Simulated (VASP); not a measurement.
An input for Quantum ESPRESSO's pw.x (written as the equivalent of a VASP run, and not itself run):

```
&CONTROL
  calculation = 'vc-relax'
  pseudo_dir = './pseudo'
  outdir = './out'
  tprnfor = .true.
  tstress = .true.
  nstep = 60
  forc_conv_thr = 0.00078
/
&SYSTEM
  ibrav = 0
  nat = 3
  ntyp = 2
  ecutwfc = 80
  occupations = 'smearing'
  smearing = 'methfessel-paxton'
  degauss = 0.00735
  input_dft = 'vdw-df2'
/
&ELECTRONS
  conv_thr = 7.3e-08
  electron_maxstep = 100
/
&IONS
/
&CELL
/
ATOMIC_SPECIES
  Si 28.085 Si.upf
  Mo 95.950 Mo.upf
CELL_PARAMETERS angstrom
    -1.6443871    1.6443871    4.0037907
     1.6443871   -1.6443871    4.0037907
     1.6443871    1.6443871   -4.0037907
ATOMIC_POSITIONS crystal
  Si   0.6635958  0.6635958  0.0000000
  Si   0.3364042  0.3364042  0.0000000
  Mo   0.0000000  0.0000000  1.0000000
K_POINTS automatic
  12 12 12 0 0 0
```

Write the VASP files for the same calculation (vdW-DF2).

Several could match; the one computed here: 
### POSCAR
```
MoSi2
1.0
 -1.6443870602   1.6443870602   4.0037907383
  1.6443870602  -1.6443870602   4.0037907383
  1.6443870602   1.6443870602  -4.0037907383
Si Mo
2 1
Cart
 -0.0000000000   0.0000000000   5.3137976490
  0.0000000000  -0.0000000000   2.6937838276
  1.6443870602   1.6443870602  -4.0037907383
```

### KPOINTS
```
Automatic
0
gamma
  12 12 12
0 0 0
```

INCAR:
```
EDIFF=1E-6   ! SCF stop (eV)
EDIFFG=-0.02   ! ionic stop
NELM=100   ! most electronic steps
PREC=Accurate
LASPH=.TRUE.
SYSTEM=MoSi2
ALGO=Normal   ! blocked Davidson
GGA=ML
AGGAC=0.0
LREAL=.FALSE.   ! projection in real space or not
ISIF=3   ! ions, shape and volume
ZAB_VDW=-1.8867
LUSE_VDW=.TRUE.
ENCUT=520
LWAVE=.FALSE.
SIGMA=0.1   ! width (eV)
LMAXMIX=4
LCHARG=.FALSE.
ISMEAR=1   ! Methfessel-Paxton
IBRION=2   ! conjugate gradients
NSW=60
```

POTCAR, in this order: Si Mo_sv (PBE.64 set). Program: vasp_std.

Limits of the translation: the potentials are each code's own (VASP's PAW set, PseudoDojo norm-conserving files in pw.x), so ENCUT and ecutwfc are chosen apart and not converted; conv_thr bounds pw.x's estimated SCF error, while EDIFF bounds the energy change between steps; forc_conv_thr acts on force components and is met together with etot_conv_thr.

The compound is MoSi2 in the MoSi2 type structure. It was relaxed first, which changed the volume by +7 %. The start is the result of an earlier pass.
